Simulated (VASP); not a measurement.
An input for Quantum ESPRESSO's pw.x (written as the equivalent of a VASP run, and not itself run):

```
&CONTROL
  calculation = 'scf'
  pseudo_dir = './pseudo'
  outdir = './out'
  tprnfor = .true.
  tstress = .true.
/
&SYSTEM
  ibrav = 0
  nat = 2
  ntyp = 2
  ecutwfc = 84
  occupations = 'smearing'
  smearing = 'gaussian'
  degauss = 0.003675
  input_dft = 'vdw-df2-b86r'
/
&ELECTRONS
  conv_thr = 7.3e-09
  electron_maxstep = 100
/
ATOMIC_SPECIES
  Ca 40.078 Ca.upf
  O 15.999 O.upf
CELL_PARAMETERS angstrom
     0.0000000    2.4243667    2.4243667
     2.4243667    0.0000000    2.4243667
     2.4243667    2.4243667    0.0000000
ATOMIC_POSITIONS crystal
  Ca   0.0000000  0.0000000  0.0000000
  O    0.5000000  0.5000000  0.5000000
K_POINTS automatic
  9 9 9 0 0 0
```

Problem. Translate this input to VASP (INCAR, KPOINTS, POSCAR, choice of POTCAR).

Solution. Several could match; the one computed here: 
### POSCAR
```
CaO
1
    0.0000000000     2.4243667407     2.4243667407
    2.4243667407     0.0000000000     2.4243667407
    2.4243667407     2.4243667407     0.0000000000
Ca O
1 1
Direct
  0.0000000000   0.0000000000   0.0000000000
  0.5000000000   0.5000000000   0.5000000000
```

### KPOINTS
```
Automatic mesh
0
Gamma
9 9 9
0 0 0
```

**INCAR**
```
LREAL=.FALSE.   # projection in real space or not
LUSE_VDW=.TRUE.
LASPH=.TRUE.
SIGMA=0.05   # width (eV)
ALGO=Normal   # blocked Davidson
PARAM2=0.7114
AGGAC=0.0
EDIFF=1E-7   # SCF stop (eV)
ISMEAR=0
PREC=Accurate
PARAM1=0.1234568
SYSTEM=CaO
ISIF=2
NELM=100
ENCUT=520   # plane-wave cut-off (eV)
ZAB_VDW=-1.8867
LCHARG=.FALSE.
LWAVE=.FALSE.
GGA=MK
```

POTCAR, in this order: Ca_sv O (PBE.64 set). Program: vasp_std.

The two are equivalent in intent, not identical: the potentials are each code's own (VASP's PAW set, PseudoDojo norm-conserving files in pw.x), so ENCUT and ecutwfc are chosen apart and not converted; conv_thr bounds pw.x's estimated SCF error, while EDIFF bounds the energy change between steps.

The compound is CaO in the rock salt structure. This cell is one point of a volume scan, at 1.03 of the reference volume.
